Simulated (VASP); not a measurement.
Level of theory: PBE GGA, VASP's PBE PAW potentials (set 64) (plane waves; VASP).

VASP input:

**INCAR**
```
# general
SYSTEM   =  MnB
PREC     =  Accurate
ENCUT    =  400   # plane-wave cut-off (eV)
LREAL    =  F   # projection in real space or not
LASPH    =  T   # aspherical one-centre terms

# electronic loop
EDIFF    =  1E-6
NELM     =  100
ALGO     =  Normal   # blocked Davidson
LMAXMIX  =  4

# smearing
ISMEAR   =  -1
SIGMA    =  0.1   # width (eV)

# functional
GGA      =  PE

# spin
ISPIN    =  2
MAGMOM   =  4.0 4.0 4.0 0.0 0.0 0.0

# ions
ISIF     =  2   # forces and stress, cell fixed

# output
LWAVE    =  F
LCHARG   =  F
LORBIT   =  11   # lm-projected
```

**KPOINTS**
```
Automatic mesh
0
Gamma
3 3 4
0 0 0
```

File POSCAR:
```
MnB
1
    5.0487840000     0.0000000000     0.0000000000
   -2.5243910000     4.3723750000     0.0000000000
    0.0000000000     0.0000000000     4.0739350000
Mn B
3 3
Direct
  0.4994330000   0.0032640000  -0.0052760000
  0.5029850000   0.5096100000   0.0015830000
 -0.0077640000   0.4988560000  -0.0112740000
  0.0055170000  -0.0102240000   0.0062580000
  0.3151400000   0.6549920000   0.4915320000
  0.6846890000   0.3435020000   0.5171760000
```

POTCAR, in this order: Mn_pv B (PBE.64 set). Program: vasp_std.

What VASP printed:

File OSZICAR:
```
       N       E                     dE             d eps       ncg     rms          rms(c)
DAV:   1     0.449100914496E+03    0.44910E+03   -0.24354E+04  2808   0.134E+03
DAV:   2    -0.139221331249E+02   -0.46302E+03   -0.44472E+03  2650   0.406E+02
DAV:   3    -0.450396863749E+02   -0.31118E+02   -0.29967E+02  3074   0.112E+02
DAV:   4    -0.461317465792E+02   -0.10921E+01   -0.10732E+01  3226   0.186E+01
DAV:   5    -0.461546761073E+02   -0.22930E-01   -0.22892E-01  3168   0.298E+00    0.297E+01
DAV:   6    -0.593085691404E+02   -0.13154E+02   -0.20684E+02  3396   0.922E+01    0.449E+01
DAV:   7    -0.409466072758E+02    0.18362E+02   -0.78988E+01  3234   0.690E+01    0.143E+01
DAV:   8    -0.414995914774E+02   -0.55298E+00   -0.17040E+01  3462   0.290E+01    0.153E+01
DAV:   9    -0.405108996843E+02    0.98869E+00   -0.30671E+00  3298   0.130E+01    0.353E+00
DAV:  10    -0.405182437912E+02   -0.73441E-02   -0.47844E-01  3128   0.524E+00    0.279E+00
DAV:  11    -0.406174175233E+02   -0.99174E-01   -0.59669E-01  3464   0.901E+00    0.465E+00
DAV:  12    -0.405359501695E+02    0.81467E-01   -0.38040E-01  3500   0.615E+00    0.147E+00
DAV:  13    -0.405504827170E+02   -0.14533E-01   -0.47885E-02  3240   0.144E+00    0.101E+00
DAV:  14    -0.405554658543E+02   -0.49831E-02   -0.14581E-02  3186   0.736E-01    0.503E-01
DAV:  15    -0.405568606617E+02   -0.13948E-02   -0.57876E-03  3310   0.475E-01    0.190E-01
DAV:  16    -0.405570599123E+02   -0.19925E-03   -0.74467E-04  3328   0.243E-01    0.114E-01
DAV:  17    -0.405571408331E+02   -0.80921E-04   -0.38218E-04  3634   0.176E-01    0.634E-02
DAV:  18    -0.405571600990E+02   -0.19266E-04   -0.10779E-04  3118   0.671E-02    0.339E-02
DAV:  19    -0.405571583350E+02    0.17641E-05   -0.41375E-05  3414   0.434E-02    0.182E-02
DAV:  20    -0.405571615702E+02   -0.32352E-05   -0.11169E-05  2828   0.278E-02    0.515E-03
DAV:  21    -0.405571617212E+02   -0.15105E-06   -0.94862E-07  1596   0.836E-03
   1 F= -.40557162E+02 E0= -.40460499E+02  d E =-.193325E+00  mag=     7.3220
```

OUTCAR:
```
------------------------ aborting loop because EDIFF is reached ----------------------------------------
  FORCE on cell =-STRESS in cart. coord.  units (eV):
  Direction    XX          YY          ZZ          XY          YZ          ZX
  --------------------------------------------------------------------------------------
  Total      -12.6269404    -11.8659250    -21.2642914     -0.5645518     -0.0100194     -0.0221429
  in kB     -224.9522934   -211.3946010   -378.8289922    -10.0576401     -0.1784991     -0.3944817
  external PRESSURE =    -271.7252955 kB  Pullay stress =       0.0000000 kB
  volume of cell :       89.93
      direct lattice vectors                 reciprocal lattice vectors
     5.048784000  0.000000000  0.000000000     0.198067495  0.114354282  0.000000000
    -2.524391000  4.372375000  0.000000000     0.000000000  0.228708654  0.000000000
     0.000000000  0.000000000  4.073935000     0.000000000  0.000000000  0.245462925
 POSITION                                       TOTAL-FORCE (eV/Angst)
 -----------------------------------------------------------------------------------
      2.51329      0.01427      4.05244        -0.254758     -0.107053      0.070422
      1.25301      2.22821      0.00645        -0.005027     -0.156953      0.084379
      3.75028      2.18119      4.02801         0.246050      0.288534      0.041798
     -2.47073      4.32767      0.02549        -0.013777     -0.122622     -0.178813
     -0.06238      2.86387      2.00247        -0.187597     -0.087773      0.046124
      2.58971      1.50192      2.10694         0.215109      0.185867     -0.063909
 -----------------------------------------------------------------------------------
    total drift:                                0.000412      0.000230     -0.000777
  FREE ENERGIE OF THE ION-ELECTRON SYSTEM (eV)
  ---------------------------------------------------
  free  energy   TOTEN  =       -40.5571617212 eV

  energy  without entropy=      -40.3638368375  energy(sigma->0) =      -40.46049928

 total charge

# of ion       s       p       d       tot
------------------------------------------
    1        0.304   6.258   4.991  11.553
    2        0.303   6.259   4.992  11.555
    3        0.309   6.273   5.017  11.598
    4        0.722   0.723   0.000   1.445
    5        0.709   0.737   0.000   1.446
    6        0.709   0.746   0.000   1.455
--------------------------------------------------
tot          3.055  20.997  15.000  39.052

 magnetization (x)

# of ion       s       p       d       tot
------------------------------------------
    1        0.014   0.015   2.748   2.777
    2        0.013   0.015   2.717   2.745
    3        0.009   0.014   2.384   2.407
    4       -0.038  -0.149   0.000  -0.187
    5       -0.031  -0.137   0.000  -0.168
    6       -0.032  -0.139   0.000  -0.170
--------------------------------------------------
tot         -0.066  -0.380   7.850   7.404
```
(Selected blocks of OUTCAR.)

At this cut-off the stress carries a Pulay error, which pulls relaxed volumes low. The moments were started parallel, and other spin orders were not tried in this run.

The structure was generated: MnB was put into an ordered model structure, which need not be its known phase. The cell was not relaxed at this level, atoms are displaced from their ideal sites. The k-mesh is coarse (spacing up to 0.48 per Å, 2π included), so the numbers may not be converged in it.
